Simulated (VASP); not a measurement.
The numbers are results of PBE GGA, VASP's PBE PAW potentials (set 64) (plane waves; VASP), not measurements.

VASP ran on this input.

**INCAR**
```
SYSTEM = Al35N35Si
PREC = Normal
ENCUT = 400
EDIFF = 1E-5
NELM = 100
ALGO = Fast
LREAL = Auto
LASPH = .TRUE.
ISMEAR = 0
SIGMA = 0.05
GGA = PE
LWAVE = .TRUE.
LCHARG = .FALSE.
NELMIN = 4
ISYM = 0
NELECT = 283.0
ISPIN = 2
NUPDOWN = 1
MAGMOM = 71*0.0141
LORBIT = 10
IBRION = 2
ISIF = 2
NSW = 70
EDIFFG = -0.03
```

File KPOINTS:
```
Automatic
0
G
 1 1 1
0 0 0
```

**POSCAR**
```
Al35N35Si
1
    4.6932676572    -8.1289780179     0.0000000000
    4.6932676572     8.1289780179     0.0000000000
    0.0000000000     0.0000000000    10.0192026156
Al N Si
35 35 1
Direct
  0.2222220000   0.1111110000   0.2500000000
  0.1111110000   0.2222220000   0.0000000000
  0.2222220000   0.1111110000   0.7500000000
  0.1053260000   0.2217910000   0.4987370000
  0.2255760000   0.4447980000   0.2520200000
  0.1111110000   0.5555560000   0.0000000000
  0.2160990000   0.4411860000   0.7524350000
  0.1070830000   0.5576090000   0.4995190000
  0.2222220000   0.7777780000   0.2500000000
  0.1111110000   0.8888890000   0.0000000000
  0.2222220000   0.7777780000   0.7500000000
  0.1111110000   0.8888890000   0.5000000000
  0.5555560000   0.1111110000   0.2500000000
  0.4444440000   0.2222220000   0.0000000000
  0.5555560000   0.1111110000   0.7500000000
  0.4444440000   0.2222220000   0.5000000000
  0.5555560000   0.4444440000   0.2500000000
  0.4444440000   0.5555560000   0.0000000000
  0.5555560000   0.4444440000   0.7500000000
  0.5555560000   0.7777780000   0.2500000000
  0.4444440000   0.8888890000   0.0000000000
  0.5555560000   0.7777780000   0.7500000000
  0.4444440000   0.8888890000   0.5000000000
  0.8888890000   0.1111110000   0.2500000000
  0.7777780000   0.2222220000   0.0000000000
  0.8888890000   0.1111110000   0.7500000000
  0.7777780000   0.2222220000   0.5000000000
  0.8888890000   0.4444440000   0.2500000000
  0.7777780000   0.5555560000   0.0000000000
  0.8888890000   0.4444440000   0.7500000000
  0.7777780000   0.5555560000   0.5000000000
  0.8888890000   0.7777780000   0.2500000000
  0.7777780000   0.8888890000   0.0000000000
  0.8888890000   0.7777780000   0.7500000000
  0.7777780000   0.8888890000   0.5000000000
  0.2234870000   0.1101270000   0.4413940000
  0.1062270000   0.2211310000   0.1894160000
  0.2222220000   0.1111110000   0.9410000000
  0.1081690000   0.2168060000   0.6907480000
  0.1178430000   0.5571310000   0.1934760000
  0.2222220000   0.4444440000   0.9410000000
  0.1123580000   0.5512530000   0.6891520000
  0.2214140000   0.7724210000   0.4380750000
  0.1111110000   0.8888890000   0.1910000000
  0.2222220000   0.7777780000   0.9410000000
  0.1111110000   0.8888890000   0.6910000000
  0.5555560000   0.1111110000   0.4410000000
  0.4444440000   0.2222220000   0.1910000000
  0.5555560000   0.1111110000   0.9410000000
  0.4444440000   0.2222220000   0.6910000000
  0.5622060000   0.4478390000   0.4399230000
  0.4379690000   0.5530850000   0.1888870000
  0.5555560000   0.4444440000   0.9410000000
  0.4460880000   0.5590640000   0.6886670000
  0.5564490000   0.7750140000   0.4394630000
  0.4444440000   0.8888890000   0.1910000000
  0.5555560000   0.7777780000   0.9410000000
  0.4444440000   0.8888890000   0.6910000000
  0.8888890000   0.1111110000   0.4410000000
  0.7777780000   0.2222220000   0.1910000000
  0.8888890000   0.1111110000   0.9410000000
  0.7777780000   0.2222220000   0.6910000000
  0.8888890000   0.4444440000   0.4410000000
  0.7777780000   0.5555560000   0.1910000000
  0.8888890000   0.4444440000   0.9410000000
  0.7777780000   0.5555560000   0.6910000000
  0.8888890000   0.7777780000   0.4410000000
  0.7777780000   0.8888890000   0.1910000000
  0.8888890000   0.7777780000   0.9410000000
  0.7777780000   0.8888890000   0.6910000000
  0.4376220000   0.5518120000   0.5035520000
```

POTCAR, in this order: Al N Si (PBE.64 set). Program: vasp_gam.

What VASP printed:

### OSZICAR
```
...
RMM:   7    -0.528362613721E+03   -0.74214E-05   -0.12308E-04   711   0.226E-02    0.207E-02
RMM:   8    -0.528362615122E+03   -0.14014E-05   -0.37799E-05   517   0.130E-02
   4 F= -.52836262E+03 E0= -.52836262E+03  d E =-.901381E-01  mag=     1.0000
       N       E                     dE             d eps       ncg     rms          rms(c)
DAV:   1    -0.528363060622E+03   -0.44690E-03   -0.12037E-01   840   0.870E-01    0.724E-02
RMM:   2    -0.528363182778E+03   -0.12216E-03   -0.23330E-03   712   0.104E-01    0.377E-02
RMM:   3    -0.528363155704E+03    0.27074E-04   -0.28291E-04   712   0.370E-02    0.233E-02
RMM:   4    -0.528363147245E+03    0.84582E-05   -0.95705E-05   660   0.190E-02
   5 F= -.52836315E+03 E0= -.52836315E+03  d E =-.906703E-01  mag=     1.0000
       N       E                     dE             d eps       ncg     rms          rms(c)
DAV:   1    -0.528391315487E+03   -0.28160E-01   -0.44707E+00   716   0.539E+00    0.368E-01
RMM:   2    -0.528396950180E+03   -0.56347E-02   -0.78656E-02   712   0.633E-01    0.199E-01
RMM:   3    -0.528396730790E+03    0.21939E-03   -0.88774E-03   715   0.221E-01    0.131E-01
RMM:   4    -0.528396429321E+03    0.30147E-03   -0.30114E-03   712   0.116E-01    0.482E-02
RMM:   5    -0.528396476345E+03   -0.47024E-04   -0.49521E-04   765   0.465E-02    0.335E-02
RMM:   6    -0.528396482312E+03   -0.59666E-05   -0.11370E-04   698   0.216E-02    0.170E-02
RMM:   7    -0.528396482966E+03   -0.65445E-06   -0.17683E-05   452   0.981E-03
   6 F= -.52839648E+03 E0= -.52839648E+03  d E =-.333357E-01  mag=     1.0000
       N       E                     dE             d eps       ncg     rms          rms(c)
DAV:   1    -0.528399489001E+03   -0.30067E-02   -0.12069E+00   736   0.280E+00    0.190E-01
RMM:   2    -0.528400999481E+03   -0.15105E-02   -0.21184E-02   712   0.329E-01    0.103E-01
RMM:   3    -0.528400946316E+03    0.53165E-04   -0.24210E-03   715   0.115E-01    0.675E-02
RMM:   4    -0.528400867705E+03    0.78611E-04   -0.80832E-04   712   0.602E-02    0.260E-02
RMM:   5    -0.528400881708E+03   -0.14003E-04   -0.13666E-04   720   0.244E-02    0.179E-02
RMM:   6    -0.528400883233E+03   -0.15246E-05   -0.28961E-05   484   0.111E-02
   7 F= -.52840088E+03 E0= -.52840088E+03  d E =-.377360E-01  mag=     1.0000
       N       E                     dE             d eps       ncg     rms          rms(c)
DAV:   1    -0.528417655263E+03   -0.16774E-01   -0.52846E+00   712   0.594E+00    0.373E-01
RMM:   2    -0.528423010376E+03   -0.53551E-02   -0.78646E-02   712   0.643E-01    0.189E-01
RMM:   3    -0.528422874288E+03    0.13609E-03   -0.97059E-03   713   0.231E-01    0.123E-01
RMM:   4    -0.528422685173E+03    0.18911E-03   -0.28829E-03   714   0.113E-01    0.521E-02
RMM:   5    -0.528422744659E+03   -0.59486E-04   -0.55052E-04   774   0.470E-02    0.354E-02
RMM:   6    -0.528422750303E+03   -0.56443E-05   -0.76069E-05   662   0.198E-02
   8 F= -.52842275E+03 E0= -.52842275E+03  d E =-.218671E-01  mag=     1.0000
       N       E                     dE             d eps       ncg     rms          rms(c)
DAV:   1    -0.528424027808E+03   -0.12831E-02   -0.86925E-01   796   0.241E+00    0.150E-01
RMM:   2    -0.528424902457E+03   -0.87465E-03   -0.12917E-02   712   0.261E-01    0.764E-02
RMM:   3    -0.528424883626E+03    0.18831E-04   -0.16249E-03   714   0.943E-02    0.497E-02
RMM:   4    -0.528424855536E+03    0.28090E-04   -0.47194E-04   713   0.461E-02    0.221E-02
RMM:   5    -0.528424865410E+03   -0.98748E-05   -0.92057E-05   646   0.192E-02
   9 F= -.52842487E+03 E0= -.52842487E+03  d E =-.239822E-01  mag=     1.0000
       N       E                     dE             d eps       ncg     rms          rms(c)
DAV:   1    -0.528431706881E+03   -0.68513E-02   -0.34307E+00   712   0.482E+00    0.325E-01
RMM:   2    -0.528435851148E+03   -0.41443E-02   -0.56457E-02   712   0.547E-01    0.164E-01
RMM:   3    -0.528435763779E+03    0.87369E-04   -0.66656E-03   713   0.193E-01    0.106E-01
RMM:   4    -0.528435600240E+03    0.16354E-03   -0.20225E-03   714   0.964E-02    0.446E-02
RMM:   5    -0.528435640041E+03   -0.39801E-04   -0.37456E-04   773   0.397E-02    0.295E-02
RMM:   6    -0.528435643829E+03   -0.37875E-05   -0.60982E-05   619   0.175E-02
  10 F= -.52843564E+03 E0= -.52843564E+03  d E =-.107784E-01  mag=     1.0000
       N       E                     dE             d eps       ncg     rms          rms(c)
DAV:   1    -0.528435750266E+03   -0.11022E-03   -0.60038E-02   832   0.637E-01    0.427E-02
RMM:   2    -0.528435823920E+03   -0.73654E-04   -0.99215E-04   712   0.724E-02    0.221E-02
RMM:   3    -0.528435823631E+03    0.28843E-06   -0.12432E-04   703   0.262E-02    0.145E-02
RMM:   4    -0.528435821571E+03    0.20602E-05   -0.34841E-05   517   0.128E-02
  11 F= -.52843582E+03 E0= -.52843582E+03  d E =-.109562E-01  mag=     1.0000
       N       E                     dE             d eps       ncg     rms          rms(c)
DAV:   1    -0.528438791409E+03   -0.29678E-02   -0.15599E+00   712   0.325E+00    0.209E-01
RMM:   2    -0.528440547312E+03   -0.17559E-02   -0.24472E-02   712   0.358E-01    0.105E-01
RMM:   3    -0.528440497312E+03    0.50000E-04   -0.28894E-03   713   0.126E-01    0.680E-02
RMM:   4    -0.528440425972E+03    0.71340E-04   -0.87629E-04   714   0.627E-02    0.278E-02
RMM:   5    -0.528440443758E+03   -0.17786E-04   -0.16788E-04   768   0.259E-02    0.190E-02
RMM:   6    -0.528440445139E+03   -0.13801E-05   -0.23117E-05   454   0.109E-02
  12 F= -.52844045E+03 E0= -.52844045E+03  d E =-.462357E-02  mag=     1.0000
       N       E                     dE             d eps       ncg     rms          rms(c)
DAV:   1    -0.528440564543E+03   -0.12078E-03   -0.13860E-01   784   0.970E-01    0.621E-02
RMM:   2    -0.528440721503E+03   -0.15696E-03   -0.21826E-03   712   0.107E-01    0.313E-02
RMM:   3    -0.528440717872E+03    0.36307E-05   -0.26316E-04   714   0.381E-02    0.204E-02
RMM:   4    -0.528440712058E+03    0.58139E-05   -0.77494E-05   671   0.187E-02
  13 F= -.52844071E+03 E0= -.52844071E+03  d E =-.489049E-02  mag=     1.0000
       N       E                     dE             d eps       ncg     rms          rms(c)
DAV:   1    -0.528441921405E+03   -0.12035E-02   -0.11898E+00   712   0.284E+00    0.187E-01
RMM:   2    -0.528443283041E+03   -0.13616E-02   -0.18840E-02   712   0.317E-01    0.932E-02
RMM:   3    -0.528443236184E+03    0.46857E-04   -0.22838E-03   713   0.113E-01    0.604E-02
RMM:   4    -0.528443179985E+03    0.56199E-04   -0.71568E-04   712   0.560E-02    0.273E-02
RMM:   5    -0.528443195122E+03   -0.15137E-04   -0.14606E-04   732   0.234E-02    0.177E-02
RMM:   6    -0.528443196033E+03   -0.91066E-06   -0.19041E-05   443   0.982E-03
  14 F= -.52844320E+03 E0= -.52844320E+03  d E =-.248397E-02  mag=     1.0000
       N       E                     dE             d eps       ncg     rms          rms(c)
DAV:   1    -0.528443199373E+03   -0.42512E-05   -0.14989E-03   800   0.101E-01    0.760E-03
RMM:   2    -0.528443201139E+03   -0.17660E-05   -0.25086E-05   485   0.116E-02    0.429E-03
RMM:   3    -0.528443201160E+03   -0.20791E-07   -0.35191E-06   412   0.444E-03    0.287E-03
RMM:   4    -0.528443201140E+03    0.19516E-07   -0.63604E-07   282   0.201E-03
  15 F= -.52844320E+03 E0= -.52844320E+03  d E =-.248908E-02  mag=     1.0000
       N       E                     dE             d eps       ncg     rms          rms(c)
DAV:   1    -0.528443906511E+03   -0.70535E-03   -0.60787E-01   712   0.202E+00    0.141E-01
RMM:   2    -0.528444601936E+03   -0.69543E-03   -0.95873E-03   712   0.224E-01    0.666E-02
RMM:   3    -0.528444604039E+03   -0.21025E-05   -0.12292E-03   717   0.804E-02    0.438E-02
RMM:   4    -0.528444579469E+03    0.24570E-04   -0.31540E-04   712   0.385E-02    0.201E-02
RMM:   5    -0.528444586285E+03   -0.68154E-05   -0.64756E-05   579   0.163E-02
  16 F= -.52844459E+03 E0= -.52844459E+03  d E =-.138514E-02  mag=     1.0000
```

**OUTCAR**
```
------------------------ aborting loop because EDIFF is reached ----------------------------------------
  FORCE on cell =-STRESS in cart. coord.  units (eV):
  Direction    XX          YY          ZZ          XY          YZ          ZX
  --------------------------------------------------------------------------------------
  Total      -22.1719636    -25.4245298    -32.9979188     -2.9540475     -2.3319248      4.0581741
  in kB      -46.4665376    -53.2830511    -69.1548598     -6.1908976     -4.8870941      8.5048533
  external PRESSURE =     -56.3014828 kB  Pullay stress =       0.0000000 kB
  volume of cell :      764.49
      direct lattice vectors                 reciprocal lattice vectors
     4.693267657 -8.128978018  0.000000000     0.106535582 -0.061508347  0.000000000
     4.693267657  8.128978018  0.000000000     0.106535582  0.061508347  0.000000000
     0.000000000  0.000000000 10.019202616     0.000000000  0.000000000  0.099808342
  FREE ENERGIE OF THE ION-ELECTRON SYSTEM (eV)
  ---------------------------------------------------
  free  energy   TOTEN  =      -528.4445862848 eV

  energy  without entropy=     -528.4445862848  energy(sigma->0) =     -528.44458628

 total charge

# of ion       s       p       d       tot
------------------------------------------
    1        0.359   0.432   0.000   0.792
    2        0.360   0.431   0.000   0.790
    3        0.359   0.426   0.000   0.785
    4        0.369   0.387   0.000   0.756
    5        0.370   0.406   0.000   0.776
    6        0.360   0.431   0.000   0.791
    7        0.358   0.424   0.000   0.782
    8        0.369   0.387   0.000   0.756
    9        0.359   0.432   0.000   0.792
   10        0.359   0.429   0.000   0.788
   11        0.359   0.426   0.000   0.785
   12        0.361   0.420   0.000   0.781
   13        0.359   0.430   0.000   0.789
   14        0.359   0.428   0.000   0.786
   15        0.359   0.429   0.000   0.788
   16        0.356   0.422   0.000   0.778
   17        0.358   0.424   0.000   0.782
   18        0.359   0.428   0.000   0.787
   19        0.361   0.431   0.000   0.792
   20        0.358   0.424   0.000   0.782
   21        0.359   0.428   0.000   0.787
   22        0.361   0.432   0.000   0.793
   23        0.356   0.422   0.000   0.778
   24        0.359   0.430   0.000   0.788
   25        0.359   0.429   0.000   0.788
   26        0.359   0.429   0.000   0.788
   27        0.359   0.431   0.000   0.790
   28        0.359   0.430   0.000   0.788
   29        0.358   0.428   0.000   0.786
   30        0.359   0.429   0.000   0.788
   31        0.364   0.429   0.000   0.793
   32        0.358   0.429   0.000   0.788
   33        0.358   0.428   0.000   0.787
   34        0.359   0.430   0.000   0.789
   35        0.364   0.429   0.000   0.793
   36        1.233   2.565   0.000   3.799
   37        1.234   2.582   0.000   3.816
   38        1.229   2.586   0.000   3.815
   39        1.230   2.572   0.000   3.803
   40        1.234   2.582   0.000   3.815
   41        1.227   2.584   0.000   3.812
   42        1.230   2.573   0.000   3.803
   43        1.233   2.565   0.000   3.799
   44        1.228   2.589   0.000   3.818
   45        1.229   2.586   0.000   3.815
   46        1.228   2.586   0.000   3.815
   47        1.228   2.581   0.000   3.809
   48        1.228   2.588   0.000   3.816
   49        1.228   2.588   0.000   3.816
   50        1.228   2.591   0.000   3.819
   51        1.233   2.562   0.000   3.795
   52        1.230   2.579   0.000   3.809
   53        1.228   2.589   0.000   3.818
   54        1.236   2.584   0.000   3.820
   55        1.233   2.562   0.000   3.795
   56        1.228   2.588   0.000   3.816
   57        1.228   2.589   0.000   3.818
   58        1.228   2.592   0.000   3.820
   59        1.234   2.576   0.000   3.810
   60        1.228   2.592   0.000   3.820
   61        1.228   2.587   0.000   3.815
   62        1.228   2.591   0.000   3.820
   63        1.234   2.576   0.000   3.810
   64        1.228   2.587   0.000   3.815
   65        1.229   2.587   0.000   3.816
   66        1.229   2.593   0.000   3.822
   67        1.229   2.596   0.000   3.825
   68        1.228   2.587   0.000   3.815
   69        1.228   2.591   0.000   3.819
   70        1.229   2.593   0.000   3.822
   71        0.714   0.874   0.000   1.588
--------------------------------------------------
tot         56.359 106.179   0.000 162.538

 magnetization (x)

# of ion       s       p       d       tot
------------------------------------------
    1       -0.000   0.000   0.000   0.000
    2        0.001   0.001   0.000   0.003
    3        0.000   0.000   0.000   0.000
    4        0.004   0.008   0.000   0.012
    5        0.013   0.022   0.000   0.035
    6        0.001   0.001   0.000   0.003
    7       -0.000   0.000   0.000   0.000
    8        0.004   0.008   0.000   0.011
    9       -0.000   0.000   0.000   0.000
   10       -0.000   0.000   0.000   0.000
...
```
(Selected blocks of OUTCAR.)

### CONTCAR
```
Al35N35Si
   1.00000000000000
     4.6932676571999998   -8.1289780178999997    0.0000000000000000
     4.6932676571999998    8.1289780178999997    0.0000000000000000
     0.0000000000000000    0.0000000000000000   10.0192026155999994
  Al              N               Si
    35    35     1
Direct
     0.2219179508808201    0.1108532377520887    0.2481059838180911
     0.1108700905948646    0.2216436368600500    0.9974103319772942
     0.2234950598469331    0.1122221933266986    0.7484300417158168
     0.1077433790166887    0.2237272479147980    0.4952720572086955
     0.2119677703918249    0.4391172363242724    0.2464868422828096
     0.1107974183666372    0.5557009028204821    0.9973556026222632
     0.2252635442758600    0.4457660738570853    0.7473448674559018
     0.1077396988182521    0.5503785505887522    0.4953260398281229
     0.2218369788613083    0.7774147006063261    0.2480773830892175
     0.1118071218945826    0.8891082307782789    0.9990976612974535
     0.2235119516748970    0.7776984602809350    0.7483858789308655
     0.1117872304652254    0.8891039463629926    0.4993636567371704
     0.5548281321391864    0.1105703153761791    0.2497524851372088
     0.4444366481412347    0.2220228949346118    0.0003537773916428
     0.5558294632882321    0.1110350986514435    0.7505684308201750
     0.4427869499336133    0.2224738545966595    0.5012567128595996
     0.5526861495755868    0.4449954347859017    0.2499311476742136
     0.4431477548128413    0.5547450773307908    0.0010608700765709
     0.5607102249702064    0.4442618604956031    0.7526957593962672
     0.5528172125421472    0.7741862436059023    0.2499631898732491
     0.4442585290698402    0.8885314851054891    0.0002938230465656
     0.5606475004675190    0.7827992160599243    0.7527211503296886
     0.4427834282584734    0.8866862031934859    0.5011883648801428
     0.8858557746922532    0.1092959174284975    0.2487962480427878
     0.7777632100640766    0.2220816299367953    0.9990521633865861
     0.8905511756711620    0.1131004524288936    0.7490507606201907
     0.7747649720322286    0.2205513141346290    0.5000829367753080
     0.8857567688214765    0.4428440888477708    0.2488470625851490
     0.7781631565880615    0.5556492056357252    0.0006387719791059
     0.8906402971078679    0.4438256535891726    0.7490050501821783
     0.7804777314923018    0.5591136835018533    0.5022089033968833
     0.8890356241078987    0.7776758643138729    0.2493725577900756
     0.7782799789392922    0.8888111792281176    0.0006761654970523
     0.8914563824096129    0.7788928313660668    0.7515904268931762
     0.7805427386242312    0.8877392197330872    0.5022636354423656
     0.2223587355363278    0.1145422734307468    0.4396178719480741
     0.1080556359869131    0.2186854558698239    0.1891229055543846
     0.2225644990977540    0.1115673845559079    0.9398706076397888
     0.1136532716138605    0.2257470819905713    0.6866661768109396
     0.1079766617200974    0.5557466348638110    0.1891237018840124
     0.2230698667827715    0.4447963427773300    0.9385669461367018
     0.1136694822164861    0.5543175330480611    0.6866596445365832
     0.2224170804797999    0.7741634640428822    0.4395695858855140
     0.1114302616939286    0.8888922445041618    0.1908301637952060
     0.2224794132823005    0.7774393246083171    0.9397918149387572
     0.1130562626242714    0.8897494122608638    0.6901100120317026
     0.5525791334646326    0.1094568451710767    0.4416044075687990
     0.4445767941760586    0.2231339891398360    0.1926965757639121
     0.5550920346231671    0.1105872928732084    0.9417620271773529
     0.4460112310695604    0.2238345456605678    0.6914266023782244
     0.5522141300727075    0.4521259212314382    0.4461563639634386
     0.4369205398956490    0.5516775645623204    0.1942989192790752
     0.5553234666699483    0.4448643474619295    0.9428195518170851
     0.4544326343596127    0.5604454263463103    0.6892540933191768
     0.5523017922193704    0.7665544454103763    0.4461359196885101
     0.4445185457384748    0.8877827699846265    0.1926558157003458
     0.5554461620109690    0.7768355958897420    0.9428256274150483
     0.4460764847997911    0.8885836797599077    0.6914166125038551
     0.8831644368704654    0.1071477076479568    0.4405178218649881
     0.7765351349138826    0.2213867766781144    0.1904724243348977
     0.8890660725394481    0.1109323117197596    0.9402690674214405
     0.7775964242520553    0.2219639051901532    0.6910103951414264
     0.8831305248068991    0.4423050027751964    0.4405514786929422
     0.7747424631229484    0.5548570109677547    0.1926007582575754
     0.8890509490415499    0.4444525622259777    0.9402403631404327
     0.7810169941551907    0.5568405007500172    0.6921288981531020
     0.8906062780150450    0.7784810043724837    0.4410692893520375
     0.7748513087772521    0.8862902411161380    0.1926202356722239
     0.8894822810917288    0.7778942215823245    0.9424904432960204
     0.7808868176166103    0.8904692896822419    0.6922014626422958
     0.4483841958252204    0.5574487480948275    0.5092826732543094
```

At this cut-off the stress carries a Pulay error, which pulls relaxed volumes low. The cell is charged, with a uniform compensating background. The supercell is sampled at Γ alone, which is coarse: total energies, pressure and levels can be off, energies of defects by several tenths of an eV.

The cell is a supercell with a defect, built from AlN (wurtzite): Si_Al-vac_N, charge +1.
